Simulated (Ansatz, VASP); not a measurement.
# Ta3Re7 in two plane-wave programs, part 2 of 2

Aim: how closely do two programs agree when they are given the same cell, functional and k mesh? The structure shown is the end of the VASP relaxation below.

VASP 6.6.1 and Ansatz 0.2.0.

So far: The structure; VASP: relaxation, PBEsol.

## 3. Ansatz: single point, PBEsol

Level of this step: Ansatz beside VASP: Kohn-Sham DFT, plane waves, PBEsol (Ansatz).

Ansatz runs on its default PAW (the set named soft_2) files.

The same cell, functional, mesh and smearing now go to Ansatz, which takes its cutoff from its data sets.

The input, input.yaml:

```yaml
crystal:
  lattice:
    - [5.54, 0.0, 0.0]
    - [2.77, 4.79778074, 0.0]
    - [0.0, 0.0, 22.96]
  atoms:
    - { symbol: Ta, position: [0.9997636, 0.9997636, 0.6987692] }
    - { symbol: Ta, position: [0.5004728, 0.9997636, 0.6987692] }
    - { symbol: Ta, position: [0.9997636, 0.5004728, 0.6987692] }
    - { symbol: Ta, position: [0.9997636, 0.9997636, 0.3012308] }
    - { symbol: Ta, position: [0.5004728, 0.9997636, 0.3012308] }
    - { symbol: Ta, position: [0.9997636, 0.5004728, 0.3012308] }
    - { symbol: Re, position: [0.5, 0.5, 0.69257174] }
    - { symbol: Re, position: [0.83493635, 0.33253183, 0.59413654] }
    - { symbol: Re, position: [0.33253183, 0.33253183, 0.59413654] }
    - { symbol: Re, position: [0.83333333, 0.83333333, 0.59566969] }
    - { symbol: Re, position: [0.33253183, 0.83493635, 0.59413654] }
    - { symbol: Re, position: [0.0, 0.0, 0.5] }
    - { symbol: Re, position: [0.5, 0.0, 0.5] }
    - { symbol: Re, position: [0.0, 0.5, 0.5] }
    - { symbol: Re, position: [0.5, 0.5, 0.5] }
    - { symbol: Re, position: [0.83493635, 0.33253183, 0.40586346] }
    - { symbol: Re, position: [0.33253183, 0.33253183, 0.40586346] }
    - { symbol: Re, position: [0.83333333, 0.83333333, 0.40433031] }
    - { symbol: Re, position: [0.33253183, 0.83493635, 0.40586346] }
    - { symbol: Re, position: [0.5, 0.5, 0.30742826] }
hamiltonian:
  xc: pbesol
  pseudopotentials: { kind: paw }
kpoints:
  mp_grid: { grid: [4, 4, 1] }
scf:
  occupations: { method: gaussian, width: 0.1 }
  n_extra_bands: 9
output:
  forces: true
  eigenvalues: true
  write_density: true
  write_potential: true
  elf: true
  volumetric_format: npy
```

Launch:

```
> ansatz run input.yaml --threads 8 --pin off --max-ram 18432MiB --backend cpu --events-out ev --progress --plain --runs-dir out
```

Numbers of over 12 decimals in the logs are rounded to 6 here.

The program printed:

```text
scf.n_extra_bands = 9 over 144 filled bands (N_el = 288.0): the run solves 153 bands
Engine: ansatz 0.2.0, aarch64-unknown-linux-gnu
Pseudopotentials: kind: paw
Pseudopotential: Ta, paw, valence charge 13, recommended cutoff 420 eV (normal), Ta.paw.azcp
Pseudopotential: Re, paw, valence charge 15, recommended cutoff 420 eV (normal), Re.paw.azcp
Functional definition: PBEsol
  exchange = pbesol_x
  correlation = pbesol_c
Crystal: 20 atoms, lattice volume = 610.270 Å³
Basis set: ecut = 420 eV, 11957 PW (Γ), exchange–correlation on 80×80×320 points (8 copies of the dense FFT grid, shifted against one another)
Bands: 153, of which v1, the nominal top of the filled ones, is band 144 counted from 1 (143 counted from 0)
Symmetry: 12 space group operations
Space group: P-6m2 (ITA 187), of the structure as read, at distance tolerance 8.5e-5 Å
k-points: 4 of 16 (time reversal used)
Non-local potential: Ta, projectors of the file, l = 0: 3, l = 1: 2, l = 2: 2, l = 3: 1
Non-local potential: Re, projectors of the file, l = 0: 3, l = 1: 2, l = 2: 2, l = 3: 1
PAW form: soft (Blöchl's): semilocal exchange-correlation on the pseudo side does not see the compensation charge
PAW frozen core: Ta, regenerated for the run's functional, and the local potential with it (the file was generated under x = pbe(κ = 0.804, μ = 0.219515), c = pbe(β = 0.066725))
PAW frozen core: Re, regenerated for the run's functional, and the local potential with it (the file was generated under x = pbe(κ = 0.804, μ = 0.219515), c = pbe(β = 0.066725))
PAW one-centre angular grid: Ta, 590 points (default); XC on 64 Gauss nodes
PAW one-centre angular grid: Re, 590 points (default); XC on 64 Gauss nodes
Initial density: superposition of atomic densities (neutral atoms: chi_scale 0, normalization atom), corrected by the library's trained network
Initial wavefunctions: pseudopotential atomic-orbital guess
Functional: x = pbesol(κ = 0.804, μ = 0.123457), c = pbesol(β = 0.046)
SCF iter   1: F=—  HF=-209150.261305 eV  |F-HF|=—  |Δ(HF+E_count)|=         —  Δρ=1.31e-2  dr2=1.57e1  ethr=1.77e-3  ⟨swp⟩=9.8  Hψ=3257  notcnv=0
preconditioner: auto → LDOS  [metal: Δε(μ)=0.024 eV  Ē_g=3.538 eV  σ=0.100 eV  W_gap=0.13  n_scr=136 (ndim 8)  ℏωp=17.0 eV  f_vac=0.434  D(μ)=34.42/eV (n_scr^D=328)  β→1.0]
SCF iter   2: F=—  HF=-209149.948025 eV  |F-HF|=—  |Δ(HF+E_count)|=   3.13e-1  Δρ=4.58e-3  dr2=7.70e-1  ethr=1.77e-3  ⟨swp⟩=1.8  Hψ=771  notcnv=0  defer=2
SCF iter   3: F=—  HF=-209149.932896 eV  |F-HF|=—  |Δ(HF+E_count)|=   1.51e-2  Δρ=2.73e-3  dr2=1.72e-1  ethr=2.67e-4  ⟨swp⟩=2.0  Hψ=805  notcnv=0  defer=6
SCF iter   4: F=—  HF=-209149.917840 eV  |F-HF|=—  |Δ(HF+E_count)|=   1.51e-2  Δρ=5.50e-4  dr2=6.88e-3  ethr=5.96e-5  ⟨swp⟩=2.8  Hψ=867  notcnv=0  defer=6
SCF iter   5: F=—  HF=-209149.917076 eV  |F-HF|=—  |Δ(HF+E_count)|=   7.63e-4  Δρ=2.10e-4  dr2=9.12e-4  ethr=2.39e-6  ⟨swp⟩=3.0  Hψ=1084  notcnv=0  defer=6
SCF iter   6: F=—  HF=-209149.916932 eV  |F-HF|=—  |Δ(HF+E_count)|=   1.44e-4  Δρ=7.35e-5  dr2=5.99e-5  ethr=3.17e-7  ⟨swp⟩=3.0  Hψ=948  notcnv=0  defer=6
SCF iter   7: F=—  HF=-209149.917453 eV  |F-HF|=—  |Δ(HF+E_count)|=   5.21e-4  Δρ=2.63e-5  dr2=1.29e-5  ethr=2.08e-8  ⟨swp⟩=2.8  Hψ=888  notcnv=0  defer=6
SCF iter   8: F=—  HF=-209149.917457 eV  |F-HF|=—  |Δ(HF+E_count)|=   4.21e-6  Δρ=1.06e-5  dr2=1.68e-6  ethr=4.47e-9  ⟨swp⟩=2.8  Hψ=886  notcnv=0  defer=6
SCF iter   9: F=—  HF=-209149.917458 eV  |F-HF|=—  |Δ(HF+E_count)|=   4.20e-7  Δρ=4.12e-6  dr2=2.59e-7  ethr=5.84e-10  ⟨swp⟩=3.0  Hψ=1158  notcnv=0  defer=6
SCF iter  10: F=-209149.917458 eV  HF=-209149.917458 eV  |F-HF|=4.19e-9  |Δ(HF+E_count)|=   8.98e-8  Δρ=1.39e-6  dr2=1.53e-8  ethr=3.47e-11  ⟨swp⟩=19.2  Hψ=5561  notcnv=0
SCF 1 converged in 10 iterations: F = -209149.917458 eV  dr2 = 1.53e-8
  greatest PAW one-centre occupation: 1.000 electrons in one spin orbital (limit 2), on the Ta atom at site 3 (counted from 0), in its partial waves of l = 0
WARN: The output density's exchange-correlation potential varies sharply where the density is thin. Do not read a vacuum level from v_tot or v_xc, or from such a field of the output density. On a cell that repeats whose density bears no net charge and no dipole along the vacuum's axis use v_es (v_loc + v_h of the components); under efield.dipole_correction with no amplitude use v_es + v_field, which holds any externa [...]
SCF converged after 10 iterations
Free energy (F): -209149.917458 eV
Harris-Foulkes:  -209149.917458 eV  (|F-HF|=4.19e-9)
Internal energy: -209149.772654 eV  (E = F + TS)
E sigma→0 (E₀):  -209149.845056 eV
Entropy (-TS):   -0.144804 eV (-7.240 meV/atom)
Fermi energy:    8.990565 eV
--- Per-component energies (eV) ---
  E_band       = -5531.207248
  E_kinetic    = 9769.621763
  E_local      = -314486.392682  (includes V_loc(G=0)·N_el)
  E_nonlocal   = 826.168043
  E_hartree    = 153279.028647
  E_xc         = -6911.132900
  E_vxc        = -5468.805233  (∫ρ·V_xc dr)
  E_paw        = -169069.638036  (= ΣΔE_a)
  E_vpaw       = -2729.818775  (= ΣTr[D̂ρ^β])
  E_aug_tail   = -0.000109  (compensation charges beyond the density's cutoff)
  E_ewald      = 117438.025081
  E_core_change = 4.547540  (= ΣΔE_core)
  E_smearing   = -0.144804  (= −TS)
  E_closure    = 0.000000  (closes the sum)
  Σ components = -209149.917458   (vs F -209149.917458, Δ=0.00e0)
--- Forces (eV/Å), atoms counted from 1 ---
  atom   1  Ta    -0.00781925    -0.00451445     0.00575207
  atom   2  Ta     0.00781925    -0.00451445     0.00575207
  atom   3  Ta     0.00000000     0.00902890     0.00575207
  atom   4  Ta    -0.00781925    -0.00451445    -0.00575207
  atom   5  Ta     0.00781925    -0.00451445    -0.00575207
  atom   6  Ta    -0.00000000     0.00902890    -0.00575207
  atom   7  Re     0.00000000     0.00000000     0.00111584
  atom   8  Re     0.00660144    -0.00381134     0.02612540
  atom   9  Re    -0.00660144    -0.00381134     0.02612540
  atom  10  Re    -0.00000000    -0.00000000     0.03460303
  atom  11  Re     0.00000000     0.00762268     0.02612540
  atom  12  Re    -0.09308882    -0.05374485     0.00000000
  atom  13  Re     0.09308882    -0.05374485    -0.00000000
  atom  14  Re     0.00000000     0.10748971     0.00000000
  atom  15  Re     0.00000000    -0.00000000     0.00000000
  atom  16  Re     0.00660144    -0.00381134    -0.02612540
  atom  17  Re    -0.00660144    -0.00381134    -0.02612540
  atom  18  Re     0.00000000    -0.00000000    -0.03460303
  atom  19  Re    -0.00000000     0.00762268    -0.02612540
  atom  20  Re     0.00000000     0.00000000    -0.00111584
  max |Σ_I F_I| component: 7.46e-17 eV/Å
--- Band table (eV) ---
  k-point 0: bands = [... 140 lower, 9.0854, 9.2780, 9.2780, 9.3310, 9.3310, 9.5477, 9.9238, 9.9238, ... 5 higher]
  k-point 1: bands = [... 140 lower, 8.9120, 8.9462, 9.0283, 9.0737, 9.1122, 9.5638, 9.7181, 9.7210, ... 5 higher]
  k-point 2: bands = [... 140 lower, 8.4483, 8.4693, 8.6354, 8.6906, 8.7205, 8.7388, 8.7768, 8.8488, ... 5 higher]
  k-point 3: bands = [... 140 lower, 8.4669, 8.6204, 8.6402, 8.8038, 8.9857, 9.0053, 9.0567, 9.1162, ... 5 higher]
```

Run time: 19 s. Hardware: 8 threads of Arm Neoverse N1, shared host; peak memory 1.8 GiB.

Reading the cycles: dr2 is the Hartree energy of the density residual (eV), the measure of convergence; HF is the Harris–Foulkes estimate of the energy, which meets the free energy F at convergence.

## 4. Comparison

Known differences besides the potentials themselves: the data sets hold 288 valence electrons in Ansatz (default PAW (the set named soft_2) files) and 164 in VASP; the cutoff is 420 eV in Ansatz and 330 eV in VASP (PREC = Normal, projectors in real space); Ansatz makes its cores anew for this functional, VASP keeps those of its PBE data sets. Total energies have different zeros and are not compared.

Forces on 8 of the 20 atoms, those with the largest forces and the largest differences (eV/Å; atoms numbered as in POSCAR):

| atom | Ansatz x, y, z | VASP x, y, z |
| --- | --- | --- |
| Re7 | 0.000, 0.000, 0.001 | 0.000, 0.000, 0.020 |
| Re10 | 0.000, 0.000, 0.035 | 0.000, 0.000, -0.001 |
| Re11 | 0.000, 0.008, 0.026 | 0.000, 0.013, 0.009 |
| Re12 | -0.093, -0.054, 0.000 | -0.083, -0.048, 0.000 |
| Re13 | 0.093, -0.054, 0.000 | 0.083, -0.048, 0.000 |
| Re14 | 0.000, 0.107, 0.000 | 0.000, 0.096, 0.000 |
| Re16 | 0.007, -0.004, -0.026 | 0.011, -0.006, -0.009 |
| Re18 | 0.000, 0.000, -0.035 | 0.000, 0.000, 0.001 |

The forces differ by 9.8 meV/Å r.m.s., which is 42.5 % of the r.m.s. force of 0.02 eV/Å (both taken over all components, held atoms included). VASP's last cycles still show a density residual of 4e-03, so its state may not be settled.

## 5. Results

* r.m.s. force difference (single point, PBEsol): 9.8 meV/Å

In words: The r.m.s. force difference is 9.8 meV/Å (single point, PBEsol), within the 12 meV/Å picked in this series as the mark of a large difference. How closely two codes agree says nothing of how well the functional describes the real material.

[Lines on the potential files, build, host, timing and source positions are cut from VASP's logs without a mark.]

[Logs are printed without paths, hosts, clocks, repeated set-up lines and the standing remarks that a program may print on its own settings, such as how far it seeks lower states.]

[Hosts, paths, dates, database ids (printed as entryN), source tags and the programs' standing remarks are cut or masked in the printed files.]
